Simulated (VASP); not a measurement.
The system is Al2GaP3.

```
Al Ga P
1.0
     4.15903    0.00000    0.00000
    -2.07952    3.60183    0.00000
     0.00000    0.00000    7.62508
Al Ga P
2 1 3
Cartesian
  0.0000 2.4012 3.8125
  2.0795 1.2006 3.8125
  0.0000 0.0000 0.0000
  0.0000 0.0000 5.9527
  0.0000 0.0000 1.6724
  0.0000 0.0000 3.8125
```

The cell was built by a generator and needn't be a form met in nature.

* Program: VASP 6.6.1
* Task: relaxation of cell and atoms
* Functional: PBE
* Potentials or basis: VASP PAW PBE potentials, release 64 (Al, Ga_d, P)
* Cutoff: 520 eV
* k mesh: 4 × 4 × 2
* Occupations: gaussian, width 0.15 eV
* Spin: no spin polarisation

At the start: pressure 47.3 GPa; volume 19.04 Å³/atom.

Q: How do energy, volume and symmetry change on relaxing?

A: Over 18 steps the energy falls by 1488.2 meV/atom and the volume is 29.29 Å³/atom (+53.9 %); space group P6/mmm (No. 191, to 0.05 Å).

The path:
| step | energy change (eV) | largest force (eV/Å) | pressure (GPa) | volume (Å³) |
| --- | --- | --- | --- | --- |
| 1 | 0.0000 | 19.8285 | 47.30 | 114.22 |
| 2 | -7.2875 | 1.9235 | 2.21 | 220.74 |
| 3 | -7.3785 | 1.8799 | 2.17 | 219.55 |
| 4 | -7.4103 | 1.8117 | 2.18 | 217.18 |
| 5 | -7.7744 | 3.1205 | 7.15 | 162.44 |
| 6 | -8.2152 | 0.7087 | -2.14 | 192.20 |
| 7 | -8.3569 | 0.2008 | 0.14 | 180.98 |
| 8 | -8.5865 | 0.6732 | -0.34 | 185.57 |
| 9 | -8.6596 | 1.1807 | -0.40 | 189.26 |
| 10 | -8.7811 | 0.6981 | -1.01 | 189.54 |
| 11 | -8.8566 | 0.0539 | -1.51 | 189.84 |
| 12 | -8.9096 | 0.0957 | -0.17 | 179.85 |
| 13 | -8.9097 | 0.0904 | -0.15 | 179.95 |
| 14 | -8.9278 | 0.1167 | -0.17 | 176.01 |
| 15 | -8.9279 | 0.1112 | -0.08 | 176.09 |
| 16 | -8.9278 | 0.0979 | -0.21 | 176.37 |
| 17 | -8.9279 | 0.1052 | -0.08 | 176.21 |
| 18 | -8.9292 | 0.0432 | 0.09 | 175.74 |

Final structure:
```
Al Ga P
1.0
     4.63950    0.00000    0.00000
    -2.31975    4.01793    0.00000
     0.00000    0.00000    9.42760
Al Ga P
2 1 3
Direct
  0.33333 0.66667 0.50000
  0.66667 0.33333 0.50000
  0.00000 0.00000 0.00000
  0.00000 0.00000 0.72786
  0.00000 0.00000 0.27214
  0.00000 0.00000 0.50000
```

Caveat: the k mesh is coarse (spacing up to 0.44 Å⁻¹), so the values aren't converged; the volume moved by over 15 % at a fixed basis, so the end points are rough.
